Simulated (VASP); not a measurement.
Crystal: SnGe53.

```xyz
54
Lattice="0.0000 8.5200 8.5200 8.5200 0.0000 8.5200 8.5200 8.5200 0.0000" Properties=species:S:1:pos:R:3 pbc="T T T"
Ge    1.4200    1.4200    1.4200
Ge    2.8400    2.8400    0.0000
Ge    4.2600    4.2600    1.4200
Ge    5.6800    5.6800    0.0000
Ge    7.1000    7.1000    1.4200
Ge    2.8400    0.0000    2.8400
Ge    4.2600    1.4200    4.2600
Ge    5.6800    2.8400    2.8400
Ge    7.1000    4.2600    4.2600
Ge    8.5200    5.6800    2.8400
Ge    9.9400    7.1000    4.2600
Ge    5.6800    0.0000    5.6800
Ge    7.1000    1.4200    7.1000
Ge    8.5200    2.8400    5.6800
Ge    9.9400    4.2600    7.1000
Ge   11.3600    5.6800    5.6800
Ge   12.7800    7.1000    7.1000
Ge    0.0000    2.8400    2.8400
Ge    1.4200    4.2600    4.2600
Ge    2.8400    5.6800    2.8400
Ge    4.2600    7.1000    4.2600
Ge    5.6800    8.5200    2.8400
Ge    7.1000    9.9400    4.2600
Ge    2.8400    2.8400    5.6800
Ge    4.2600    4.2600    7.1000
Ge    5.6800    5.6800    5.6800
Ge    7.1000    7.1000    7.1000
Ge    8.5200    8.5200    5.6800
Ge    9.9400    9.9400    7.1000
Ge    5.6800    2.8400    8.5200
Ge    7.1000    4.2600    9.9400
Ge    8.5200    5.6800    8.5200
Ge    9.9400    7.1000    9.9400
Ge   11.3600    8.5200    8.5200
Ge   12.7800    9.9400    9.9400
Ge    0.0000    5.6800    5.6800
Ge    1.4200    7.1000    7.1000
Ge    2.8400    8.5200    5.6800
Ge    4.2600    9.9400    7.1000
Ge    5.6800   11.3600    5.6800
Ge    7.1000   12.7800    7.1000
Ge    2.8400    5.6800    8.5200
Ge    4.2600    7.1000    9.9400
Ge    5.6800    8.5200    8.5200
Ge    7.1000    9.9400    9.9400
Ge    8.5200   11.3600    8.5200
Ge    9.9400   12.7800    9.9400
Ge    5.6800    5.6800   11.3600
Ge    7.1000    7.1000   12.7800
Ge    8.5200    8.5200   11.3600
Ge    9.9400    9.9400   12.7800
Ge   11.3600   11.3600   11.3600
Ge   12.7800   12.7800   12.7800
Sn    0.0000    0.0000    0.0000
```

The cell was built by a generator and needn't be a form met in nature.

| Quantity | Value |
| --- | --- |
| Program | VASP 6.6.1 |
| Task | relaxation of cell and atoms |
| Functional | PBEsol |
| Potentials or basis | VASP PAW PBE potentials, release 64 (Ge, Sn) |
| Cutoff | 350 eV |
| k mesh | 2 × 2 × 2 |
| Occupations | gaussian, width 0.05 eV |
| Spin | no spin polarisation |

At the start: pressure 1.6 GPa; volume 22.91 Å³/atom.

Task: Where does the relaxation end?

Result: Over 9 steps the energy falls by 8.8 meV/atom and the volume is 23.40 Å³/atom (+2.2 %); space group F-43m (No. 216, to 0.05 Å).

Step by step:
| step | energy change (eV) | largest force (eV/Å) | pressure (GPa) | volume (Å³) |
| --- | --- | --- | --- | --- |
| 1 | 0.0000 | 1.5822 | 1.60 | 1236.94 |
| 2 | -0.3975 | 0.3646 | -0.66 | 1278.32 |
| 3 | -0.3995 | 0.4375 | -0.52 | 1275.33 |
| 4 | -0.4638 | 0.1278 | -0.08 | 1266.00 |
| 5 | -0.4710 | 0.0956 | 0.13 | 1261.72 |
| 6 | -0.4763 | 0.0284 | 0.00 | 1264.17 |
| 7 | -0.4766 | 0.0332 | -0.03 | 1264.87 |
| 8 | -0.4772 | 0.0152 | 0.00 | 1264.15 |
| 9 | -0.4773 | 0.0077 | 0.02 | 1263.85 |

Final structure:
```
CELL_PARAMETERS angstrom
0.00000 8.58135 8.58135
8.58135 0.00000 8.58135
8.58135 8.58135 0.00000
ATOMIC_POSITIONS crystal
Ge 0.08729 0.08729 0.08729
Ge 0.99995 0.99995 0.33516
Ge 0.08324 0.08324 0.41676
Ge 0.99995 0.99995 0.66493
Ge 0.08729 0.08729 0.73812
Ge 0.99995 0.33516 0.99995
Ge 0.08324 0.41676 0.08324
Ge 0.00004 0.33332 0.33332
Ge 0.08324 0.41676 0.41676
Ge 0.99995 0.33516 0.66493
Ge 0.08360 0.41650 0.74995
Ge 0.99995 0.66493 0.99995
Ge 0.08729 0.73812 0.08729
Ge 0.99995 0.66493 0.33516
Ge 0.08360 0.74995 0.41650
Ge 0.00004 0.66665 0.66665
Ge 0.08360 0.74995 0.74995
Ge 0.33516 0.99995 0.99995
Ge 0.41676 0.08324 0.08324
Ge 0.33332 0.00004 0.33332
Ge 0.41676 0.08324 0.41676
Ge 0.33516 0.99995 0.66493
Ge 0.41650 0.08360 0.74995
Ge 0.33332 0.33332 0.00004
Ge 0.41676 0.41676 0.08324
Ge 0.33332 0.33332 0.33332
Ge 0.41662 0.41662 0.41662
Ge 0.33345 0.33345 0.66655
Ge 0.41662 0.41662 0.75013
Ge 0.33516 0.66493 0.99995
Ge 0.41650 0.74995 0.08360
Ge 0.33345 0.66655 0.33345
Ge 0.41662 0.75013 0.41662
Ge 0.33345 0.66655 0.66655
Ge 0.41650 0.74995 0.74995
Ge 0.66493 0.99995 0.99995
Ge 0.73812 0.08729 0.08729
Ge 0.66493 0.99995 0.33516
Ge 0.74995 0.08360 0.41650
Ge 0.66665 0.00004 0.66665
Ge 0.74995 0.08360 0.74995
Ge 0.66493 0.33516 0.99995
Ge 0.74995 0.41650 0.08360
Ge 0.66655 0.33345 0.33345
Ge 0.75013 0.41662 0.41662
Ge 0.66655 0.33345 0.66655
Ge 0.74995 0.41650 0.74995
Ge 0.66665 0.66665 0.00004
Ge 0.74995 0.74995 0.08360
Ge 0.66655 0.66655 0.33345
Ge 0.74995 0.74995 0.41650
Ge 0.66665 0.66665 0.66665
Ge 0.75000 0.75000 0.75000
Sn 0.00000 0.00000 0.00000
```

Caveat: the PAW data sets were made with another functional, which shifts forces and pressure a little.
